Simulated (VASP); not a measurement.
Energy against volume of TiAl (L1_0). Method: revTPSS meta-GGA, VASP's PBE PAW potentials (set 64) (plane waves; VASP). Numerical set-up: 520 eV cut-off, 13×13×9 Γ-centred mesh, first-order Methfessel-Paxton smearing of 0.10 eV, potentials Ti_sv Al.

Shape and ions are relaxed at each volume.

```
V (Å³/atom)  E (eV/atom)
-----------  -----------
15.406          -6.79265
15.882          -6.79971
16.359          -6.79583
16.835          -6.78248
```

### Question
Fit these four points and predict the energy of the run at 14.929 Å³/atom.

### Answer
A cubic in V^(−2/3), the third-order Birch-Murnaghan form, passes through the four points with V0 = 15.94 Å³/atom and B0 = 121 GPa, and gives -6.7730 eV/atom there. The run gave -6.7729 eV/atom, +0.0 meV/atom from the fit; all five points give B0 = 121 GPa.

The compound is TiAl in the L1_0 structure. It was relaxed first.
